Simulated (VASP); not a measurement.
Data:

```
MgB2
1.0
    1.52493    -2.64126     0.00000
    1.52493     2.64126     0.00000
    0.00000     0.00000     3.45507
Mg B
1 2
Direct
  0.00000   0.00000   0.00000
  0.33333   0.66667   0.50000
  0.66667   0.33333   0.50000
```

Calculation: PBE GGA, VASP's PBE PAW potentials (set 64) (plane waves; VASP). Settings: 620 eV cut-off, 12×12×9 Γ-centred mesh, first-order Methfessel-Paxton smearing of 0.10 eV, potentials Mg B.

Energy and stress use the plane-wave basis of the starting cell.

### Question
The ions, cell shape and volume at an external pressure of 10.0 GPa are relaxed. Give the cell that the relaxation ends in.

### Answer

```
MgB2
1.0
    1.51317    -2.62089     0.00000
    1.51317     2.62089     0.00000
    0.00000     0.00000     3.41194
Mg B
1 2
Direct
  0.00000   0.00000   0.00000
  0.33333   0.66667   0.50000
  0.66667   0.33333   0.50000
```
Space group P6/mmm (191), at a tolerance of 0.03 Å.

### Question
How do energy and volume change from the first to the last step?

### Answer
The energy (σ→0) changes by +12.0 meV/atom and the volume by -2.8 %, in 4 ionic steps.

The compound is MgB2 in the AlB2 type structure. This run relaxes it under an external pressure of 10 GPa. Symmetry was kept, so distortions that lower it aren't found.
